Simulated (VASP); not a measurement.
Calculation: PBE GGA + U (Dudarev), VASP's PBE PAW potentials (set 64) (plane waves; VASP).

A VASP calculation is set up with these files.

File KPOINTS:
```
Automatic mesh
0
Gamma
12 12 12
0 0 0
```

### POSCAR
```
WSi2
1
   -1.6050000000     1.6050000000     3.9150000000
    1.6050000000    -1.6050000000     3.9150000000
    1.6050000000     1.6050000000    -3.9150000000
Si W
2 1
Direct
  0.6650000000   0.6650000000   0.0000000000
  0.3350000000   0.3350000000   0.0000000000
  0.0000000000   0.0000000000   0.0000000000
```

**INCAR**
```
SYSTEM = WSi2
PREC = Accurate
ENCUT = 400
EDIFF = 1E-6
NELM = 100
ALGO = Normal
LREAL = .FALSE.
LASPH = .TRUE.
ISMEAR = 1
SIGMA = 0.1
GGA = PE
LMAXMIX = 6
LWAVE = .FALSE.
LCHARG = .FALSE.
ISIF = 2
LDAU = .TRUE.
LDAUTYPE = 2
LDAUL = -1 2
LDAUU = 0 2.0
LDAUJ = 0 0
LDAUPRINT = 1
LORBIT = 10
```

POTCAR, in this order: Si W_sv (PBE.64 set). Program: vasp_std.

Unless said otherwise, spin-orbit coupling is left out, though it shifts the bands of the heavy elements here.

Task: Estimate the energy per atom (σ→0), pressure, largest force, band gap (on the k-mesh).

Result: 
The energy per atom (σ→0) is -7.509 eV/atom. The band gap (on the k-mesh) is none (metal, semimetal or under 0.01 eV) and the pressure is 5.73 GPa. The largest force is 0.132 eV/Å.

OSZICAR:
```
...
DAV:   6    -0.226068912101E+02    0.88481E+00   -0.53787E+00  5842   0.172E+01    0.833E+00
DAV:   7    -0.225433032126E+02    0.63588E-01   -0.25573E-01  5590   0.325E+00    0.442E+00
DAV:   8    -0.225266046337E+02    0.16699E-01   -0.42795E-02  6451   0.169E+00    0.321E-01
DAV:   9    -0.225265421945E+02    0.62439E-04   -0.12620E-03  5709   0.290E-01    0.193E-01
DAV:  10    -0.225266127501E+02   -0.70556E-04   -0.39507E-04  6269   0.193E-01    0.403E-02
DAV:  11    -0.225266072684E+02    0.54817E-05   -0.38358E-05  6108   0.496E-02    0.152E-02
DAV:  12    -0.225266071949E+02    0.73564E-07   -0.14071E-06  4161   0.915E-03
   1 F= -.22526607E+02 E0= -.22526610E+02  d E =0.770005E-05
```

The compound is WSi2 in the MoSi2 type structure. The cell was not relaxed at this level. The run is one of a series of settings (LDAU = .TRUE., LDAUJ = 0 0, LDAUL = -1 2, LDAUTYPE = 2, LDAUU = 0 2.0 against the base run), some of them coarse on purpose.
